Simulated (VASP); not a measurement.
Here is a VASP 6.6.1 calculation.

POSCAR

```
Zn2Ga2O3
1.0
    2.9800520000      0.0000000000      0.0000000000
   -1.4900260000      2.5808000000      0.0000000000
    0.0000000000      0.0000000000     13.7759400000
Zn Ga O
2 2 3
Direct
    0.3333330000      0.6666670000      0.4157070000
    0.6666670000      0.3333330000      0.5842930000
    0.3333330000      0.6666670000      0.1034280000
    0.6666670000      0.3333330000      0.8965720000
    0.6666670000      0.3333330000      0.1603190000
    0.3333330000      0.6666670000      0.8396810000
    0.0000000000      0.0000000000      0.0000000000
```

The input INCAR.step1:

```
PREC     = Accurate       # precision mode
ENCUT    = 520            # plane-wave cutoff, eV
EDIFF    = 1E-6           # SCF threshold, eV
ISMEAR   = 0              # smearing method
SIGMA    = 0.1            # smearing width, eV
LREAL    = False          # projectors in reciprocal space
LASPH    = True           # aspherical terms in the spheres
NELM     = 80             # most SCF steps
ALGO     = Normal         # electronic algorithm
ISIF     = 2              # what is computed and relaxed
LWAVE    = False          # write WAVECAR
LCHARG   = True           # write CHGCAR
GGA      = PE             # functional
```

Contents of KPOINTS.step1:

```
regular mesh
0
Gamma
  12 12 2
```

INCAR.step2

```
PREC     = Accurate       # precision mode
ENCUT    = 520            # plane-wave cutoff, eV
EDIFF    = 1E-6           # SCF threshold, eV
ISMEAR   = 0              # smearing method
SIGMA    = 0.05           # smearing width, eV
LREAL    = False          # projectors in reciprocal space
LASPH    = True           # aspherical terms in the spheres
NELM     = 80             # most SCF steps
ALGO     = Normal         # electronic algorithm
ISIF     = 2              # what is computed and relaxed
LWAVE    = False          # write WAVECAR
LCHARG   = False          # write CHGCAR
GGA      = PE             # functional
ICHARG   = 11             # starting density
```

File KPOINTS.step2:

```
path GMKGALHA,LM,KH
20
line-mode
reciprocal
 0.0000000000  0.0000000000  0.0000000000  G
 0.5000000000  0.0000000000  0.0000000000  M

 0.5000000000  0.0000000000  0.0000000000  M
 0.3333333333  0.3333333333  0.0000000000  K

 0.3333333333  0.3333333333  0.0000000000  K
 0.0000000000  0.0000000000  0.0000000000  G

 0.0000000000  0.0000000000  0.0000000000  G
 0.0000000000  0.0000000000  0.5000000000  A

 0.0000000000  0.0000000000  0.5000000000  A
 0.5000000000  0.0000000000  0.5000000000  L

 0.5000000000  0.0000000000  0.5000000000  L
 0.3333333333  0.3333333333  0.5000000000  H

 0.3333333333  0.3333333333  0.5000000000  H
 0.0000000000  0.0000000000  0.5000000000  A

 0.5000000000  0.0000000000  0.5000000000  L
 0.5000000000  0.0000000000  0.0000000000  M

 0.3333333333  0.3333333333  0.0000000000  K
 0.3333333333  0.3333333333  0.5000000000  H
```

Potentials or basis: VASP PAW PBE potentials, release 64 (Zn, Ga_d, O).

The run is started by

```bash
$ cat potpaw_PBE.64/Zn/POTCAR potpaw_PBE.64/Ga_d/POTCAR potpaw_PBE.64/O/POTCAR > POTCAR
$ cp INCAR.step1 INCAR
$ cp KPOINTS.step1 KPOINTS
$ mpirun -np 1 vasp_std > vasp.out
$ cp INCAR.step2 INCAR
$ cp KPOINTS.step2 KPOINTS
$ mpirun -np 1 vasp_std > vasp.out
```

Predict the band gap along the path.

none (metal or under the smearing width).

Levels at the corners of the path, in eV from the Fermi level:
```csv
point,band 32,band 33,band 34,band 35,band 36,band 37
Γ,-3.94,-3.94,-3.62,-1.00,0.31,1.83
M,-3.70,-1.98,-1.79,1.02,1.07,1.17
M,-3.70,-1.98,-1.79,1.02,1.07,1.17
K,-4.12,-0.18,-0.18,0.64,2.81,2.81
K,-4.12,-0.18,-0.18,0.64,2.81,2.81
Γ,-3.94,-3.94,-3.62,-1.00,0.31,1.83
Γ,-3.94,-3.94,-3.62,-1.00,0.31,1.83
A,-3.94,-3.94,-3.92,-0.45,-0.33,2.11
A,-3.94,-3.94,-3.92,-0.45,-0.33,2.11
L,-3.70,-1.98,-1.79,0.95,1.04,1.29
L,-3.70,-1.98,-1.79,0.95,1.04,1.29
H,-4.12,-0.18,-0.18,0.65,2.79,2.79
H,-4.12,-0.18,-0.18,0.65,2.79,2.79
A,-3.94,-3.94,-3.92,-0.45,-0.33,2.11
L,-3.70,-1.98,-1.79,0.95,1.04,1.29
M,-3.70,-1.98,-1.79,1.02,1.07,1.17
K,-4.12,-0.18,-0.18,0.64,2.81,2.81
H,-4.12,-0.18,-0.18,0.65,2.79,2.79
```

Caveat: the log is that of the step along the path at fixed density, whose energy, stress, charges and moments have no meaning.
